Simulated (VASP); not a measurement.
The input files of a VASP run:

### POSCAR
```
TeO2
1.0
  4.7375892257   0.0000000000   0.0000000000
  0.0000000000   4.8676017657   0.0000000000
  0.0000000000   0.0000000000   7.4714193359
Te O
4 8
Direct
  0.7328297735   0.5175751765   0.3764975856
  0.7671702265   0.4824248235   0.8764975856
  0.2328297735   0.9824248235   0.6235024144
  0.2671702265   0.0175751765   0.1235024144
  0.5139842187   0.1330126047   0.9341800477
  0.9860157813   0.8669873953   0.4341800477
  0.0139842187   0.3669873953   0.0658199523
  0.4860157813   0.6330126047   0.5658199523
  0.3976561933   0.2372610460   0.3199886251
  0.1023438067   0.7627389540   0.8199886251
  0.8976561933   0.2627389540   0.6800113749
  0.6023438067   0.7372610460   0.1800113749
```

File KPOINTS:
```
Regular mesh
0
G
4 4 3
```

### INCAR
```
! general
SYSTEM   =  TeO2
PREC     =  Accurate
ENCUT    =  520
LREAL    =  F
LASPH    =  T

! electronic loop
EDIFF    =  1E-6   ! SCF stop (eV)
NELM     =  100
ALGO     =  Normal
LMAXMIX  =  4

! smearing
ISMEAR   =  0
SIGMA    =  0.05   ! width (eV)

! functional
GGA      =  PS   ! PBEsol

! ions
IBRION   =  2
NSW      =  60   ! most ionic steps
ISIF     =  3
EDIFFG   =  -0.02

! output
LWAVE    =  F
LCHARG   =  F
```

POTCAR, in this order: Te O (PBE.64 set). Program: vasp_std.

Task: Translate this PBEsol calculation to Quantum ESPRESSO's pw.x.

Result: One equivalent input (not run):
```
&CONTROL
  calculation = 'vc-relax'
  pseudo_dir = './pseudo'
  outdir = './out'
  tprnfor = .true.
  tstress = .true.
  nstep = 60
  forc_conv_thr = 0.00078
/
&SYSTEM
  ibrav = 0
  nat = 12
  ntyp = 2
  ecutwfc = 84
  occupations = 'smearing'
  smearing = 'gaussian'
  degauss = 0.003675
  input_dft = 'pbesol'
/
&ELECTRONS
  conv_thr = 7.3e-08
  electron_maxstep = 100
/
&IONS
/
&CELL
/
ATOMIC_SPECIES
  Te 127.600 Te.upf
  O 15.999 O.upf
CELL_PARAMETERS angstrom
     4.7375892    0.0000000    0.0000000
     0.0000000    4.8676018    0.0000000
     0.0000000    0.0000000    7.4714193
ATOMIC_POSITIONS crystal
  Te   0.7328298  0.5175752  0.3764976
  Te   0.7671702  0.4824248  0.8764976
  Te   0.2328298  0.9824248  0.6235024
  Te   0.2671702  0.0175752  0.1235024
  O    0.5139842  0.1330126  0.9341800
  O    0.9860158  0.8669874  0.4341800
  O    0.0139842  0.3669874  0.0658200
  O    0.4860158  0.6330126  0.5658200
  O    0.3976562  0.2372610  0.3199886
  O    0.1023438  0.7627390  0.8199886
  O    0.8976562  0.2627390  0.6800114
  O    0.6023438  0.7372610  0.1800114
K_POINTS automatic
  4 4 3 0 0 0
```
Limits of the translation: the potentials are each code's own (VASP's PAW set, PseudoDojo norm-conserving files in pw.x), so ENCUT and ecutwfc are chosen apart and not converted; conv_thr bounds pw.x's estimated SCF error, while EDIFF bounds the energy change between steps; forc_conv_thr acts on force components and is met together with etot_conv_thr.

The structure comes from a computed database's TeO2 entry (P2_12_12_1); how it stands against other phases isn't given here. This run relaxes it. Symmetry was kept, so distortions that lower it aren't found. The start is the result of an earlier pass.
